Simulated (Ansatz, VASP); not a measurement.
# Cl (Cl/Re(0001)) in two plane-wave programs, part 2 of 2

One calculation is typed for both programs; each brings its own data sets. How far apart do they land? The cell is taken from a series of runs on this material, whose earlier steps may have relaxed, scaled, displaced or heated it; both programs get it as it stands.

VASP 6.6.1 and Ansatz 0.2.0.

So far: The starting structure; Ansatz: single point, PBE.

### 3. VASP: single point, PBE

Level of this step: PBE, spin-polarised from a ferromagnetic start; plane waves and PAW (Cl) (VASP).

The same cell, functional, mesh and smearing now go to VASP, with its own data sets.

Lines of VASP's logs that name or quote its potential files are left out, and so is its time.

INCAR reads:

```
SYSTEM = Cl
PREC = Accurate
ENCUT = 400
EDIFF = 1E-06
NELM = 200
ISMEAR = -1
SIGMA = 0.1
LREAL = .FALSE.
ALGO = Normal
GGA = PE
NBANDS = 11
ISPIN = 2
MAGMOM = 1
LORBIT = 11
LWAVE = .FALSE.
LCHARG = .FALSE.
ISIF = 2
LDIPOL = .TRUE.
IDIPOL = 3
DIPOL = 0.5 0.5 0.656
LVHAR = .TRUE.
LASPH = .TRUE.
GGA_COMPAT = .FALSE.
NELMDL = -8
```

POSCAR reads:

```
Cl
1.0
    5.5199999999      0.0000000000      0.0000000000
    2.7600000000      4.7804602288      0.0000000000
    0.0000000000      0.0000000000     26.7925614676
Cl
1
Direct
    0.3333333333      0.3333333333      0.6564164470
```

KPOINTS reads:

```
Automatic mesh
0
Gamma
6 6 1
0 0 0
```

Potentials, in the order of the species: Cl (PBE family, release 64).

Run with:

```sh
mpirun -np 1 vasp_std
```

Numbers of over 12 decimals in the logs are rounded to 6 here.

Output:

```text
[banner, memory and clock lines left out]
running    1 mpi-ranks, on    1 nodes
 distrk:  each k-point on    1 cores,    1 groups
 distr:  one band on    1 cores,    1 groups

 POSCAR found type information on POSCAR Cl
 POSCAR found :  1 types and       1 ions
 LDA part: xc-table for (Slater+PW92), standard interpolation
 POSCAR, INCAR and KPOINTS ok, starting setup
 FFT: planning ... GRIDC
 FFT: planning ... GRID_SOFT
 FFT: planning ... GRID
 WAVECAR not read
 entering main loop
       N       E                     dE             d eps       ncg     rms          rms(c)
DAV:   1     0.418960529460E+02    0.41896E+02   -0.13463E+03   388   0.247E+02
DAV:   2     0.311394609450E+01   -0.38782E+02   -0.37972E+02   521   0.605E+01
DAV:   3    -0.367296568073E+00   -0.34812E+01   -0.31826E+01   347   0.246E+01
DAV:   4    -0.432766830374E+00   -0.65470E-01   -0.64993E-01   378   0.389E+00
DAV:   5    -0.433610259615E+00   -0.84343E-03   -0.84331E-03   385   0.433E-01
DAV:   6    -0.433631349895E+00   -0.21090E-04   -0.21091E-04   443   0.677E-02
DAV:   7    -0.433631534007E+00   -0.18411E-06   -0.18421E-06   405   0.420E-03
DAV:   8    -0.433631536669E+00   -0.26617E-08   -0.12565E-08   270   0.314E-04    0.401E-01
DAV:   9    -0.436010410506E+00   -0.23789E-02   -0.12908E-02   348   0.856E-01    0.287E-01
DAV:  10    -0.435865607477E+00    0.14480E-03   -0.40025E-04   346   0.200E-01    0.885E-02
DAV:  11    -0.435901086870E+00   -0.35479E-04   -0.25052E-05   357   0.339E-02    0.468E-02
DAV:  12    -0.435916503740E+00   -0.15417E-04   -0.24289E-05   337   0.405E-02    0.242E-02
DAV:  13    -0.435919739729E+00   -0.32360E-05   -0.39842E-06   353   0.128E-02    0.663E-03
DAV:  14    -0.435919948444E+00   -0.20872E-06   -0.21050E-06   331   0.755E-03
   1 F= -.43591995E+00 E0= -.34138026E+00  d E =-.189079E+00  mag=     0.9998
```

Parts of OUTCAR (step 3):

```text
ion  position               nearest neighbor table
   1  0.333  0.333  0.656-

  LATTYP: Found a hexagonal cell.
 ALAT       =     5.5199999999
 C/A-ratio  =     4.8537249036

 Subroutine GETGRP returns: Found 24 space group operations
 (whereof  6 operations were pure point group operations)

The static configuration has the point symmetry C_3v.
 The point group associated with its full space group is D_6h.

 Found      7 irreducible k-points:

   k-points           NKPTS =      7   k-points in BZ     NKDIM =      7   number of bands    NBANDS=     11

   dimension x,y,z NGX =    36 NGY =   36 NGZ =  180
   dimension x,y,z NGXF=    72 NGYF=   72 NGZF=  360

   ENCUT  =  400.0 eV  29.40 Ry    5.42 a.u.   9.00  9.00 43.69*2*pi/ulx,y,z

   NELECT =       7.0000    total number of electrons

 k-points in reciprocal lattice and weights: Automatic mesh
   0.00000000  0.00000000  0.00000000       0.028
   0.16666667  0.00000000  0.00000000       0.167
   0.33333333 -0.00000000  0.00000000       0.167
   0.50000000  0.00000000  0.00000000       0.083
   0.33333333  0.16666667  0.00000000       0.167
   0.50000000  0.16666667  0.00000000       0.333
  -0.33333333  0.33333333  0.00000000       0.056

 dipolmoment           0.000000      0.000000      0.000000 electrons x Angstroem

 average (electrostatic) potential at core
       1-101.7055

 E-fermi :  -7.7874

 spin component 1
 k-point     1 :       0.0000    0.0000    0.0000
  band No.  band energies     occupation
      1     -20.8776      1.00000
      2      -8.7396      0.99993
      3      -8.7051      0.99990
      4      -8.7051      0.99990
      5      -0.9832      0.00000
      6       0.1161      0.00000
      7       0.3203      0.00000
      8       0.7482      0.00000
      9       0.8059      0.00000
    ...

 k-point     2 :       0.1667    0.0000    0.0000
  band No.  band energies     occupation
      1     -20.8768      1.00000
      2      -8.7364      0.99992
      3      -8.7265      0.99992
      4      -8.7100      0.99990
      5      -0.7597      0.00000
      6       0.2828      0.00000
      7       0.5048      0.00000
      8       0.9196      0.00000
      9       0.9944      0.00000
    ...

 k-point     3 :       0.3333   -0.0000    0.0000
  band No.  band energies     occupation
      1     -20.8752      1.00000
      2      -8.7683      0.99995
      3      -8.7299      0.99992
      4      -8.7198      0.99991
      5      -0.1338      0.00000
      6       0.7763      0.00000
      7       1.0563      0.00000
      8       1.4321      0.00000
      9       1.5498      0.00000
    ...

 k-point     4 :       0.5000    0.0000    0.0000
  band No.  band energies     occupation
      1     -20.8744      1.00000
      2      -8.7888      0.99996
      3      -8.7267      0.99992
      4      -8.7246      0.99991
      5       0.6742      0.00000
      6       0.9271      0.00000
      7       1.4567      0.00000
      8       1.7211      0.00000
      9       1.9484      0.00000
    ...

 k-point     5 :       0.3333    0.1667    0.0000
  band No.  band energies     occupation
      1     -20.8757      1.00000
      2      -8.7540      0.99994
      3      -8.7315      0.99992
      4      -8.7214      0.99991
      5      -0.3333      0.00000
      6       0.6135      0.00000
      7       0.8730      0.00000
      8       1.2625      0.00000
      9       1.3673      0.00000
    ...

 k-point     6 :       0.5000    0.1667    0.0000
  band No.  band energies     occupation
      1     -20.8745      1.00000
      2      -8.7781      0.99995
      3      -8.7356      0.99992
      4      -8.7267      0.99992
      5       0.4457      0.00000
      6       1.2584      0.00000
      7       1.4419      0.00000
      8       1.6042      0.00000
      9       1.9306      0.00000
    ...

  Total       -0.0521462     -0.0521462     -0.0046521     -0.0000000     -0.0000000      0.0000000
  in kB       -0.1181707     -0.1181707     -0.0105423     -0.0000000     -0.0000000      0.0000000
  external PRESSURE =      -0.0822946 kB  Pullay stress =       0.0000000 kB

  energy-cutoff  :      400.00
  volume of cell :      707.01
      direct lattice vectors                 reciprocal lattice vectors
     5.520000000  0.000000000  0.000000000     0.181159420 -0.104592440  0.000000000
     2.760000000  4.780460229  0.000000000     0.000000000  0.209184880  0.000000000
     0.000000000  0.000000000 26.792561468     0.000000000  0.000000000  0.037323792

 POSITION                                       TOTAL-FORCE (eV/Angst)
 -----------------------------------------------------------------------------------
      2.76000      1.59349     17.58708        -0.000000      0.000000      0.000000
 -----------------------------------------------------------------------------------
    total drift:                                0.000000      0.000000      0.000013

  FREE ENERGIE OF THE ION-ELECTRON SYSTEM (eV)
  ---------------------------------------------------
  free  energy   TOTEN  =        -0.4359199484 eV

  energy  without entropy=       -0.2468405762  energy(sigma->0) =       -0.34138026

 vacuum level on the upper side and lower side of the slab         0.269         0.269

 total charge
# of ion       s       p       d       tot
------------------------------------------
    1        1.624   3.279   0.000   4.903

 magnetization (x)
# of ion       s       p       d       tot
------------------------------------------
    1        0.013   0.692   0.000   0.705

[... 6 further parts left out ...]
```

### 4. Differences

Known differences besides the potentials themselves: VASP starts from the moments at which Ansatz ended; the cutoff is 420 eV in Ansatz and 400 eV in VASP; site moments are counted in spheres of each program's own size. Total energies have different zeros and are not compared.

The two programs side by side:

```tsv
quantity	Ansatz	VASP	difference
total moment (μB)	1.00	1.00	0.00
moment on Cl1 (μB)	1.00	0.70	+0.29
work function, lower of the two faces (eV)	8.06	8.06	0.00
work function, higher of the two faces (eV)	8.06	8.06	0.00
```

With vacuum in the cell, a pressure given here is an average over mostly empty space and none of the material.

### 5. Results

```json
{
  "difference in work function, higher of the two faces (single point, PBE)": "0.0025 eV"
}
```

**Reading.** The difference in work function, higher of the two faces is 0.0025 eV (single point, PBE). Such differences can come from data sets, numerical settings and the points named under the comparisons, not from the functional's error against experiment.

[Lines on the potential files, build, host, timing and source positions are cut from VASP's logs without a mark.]

[Logs are printed without paths, hosts, clocks, repeated set-up lines and the standing remarks that a program may print on its own settings, such as how far it seeks lower states.]

[Hosts, paths, dates, database ids (printed as entryN), source tags and the programs' standing remarks are cut or masked in the printed files.]
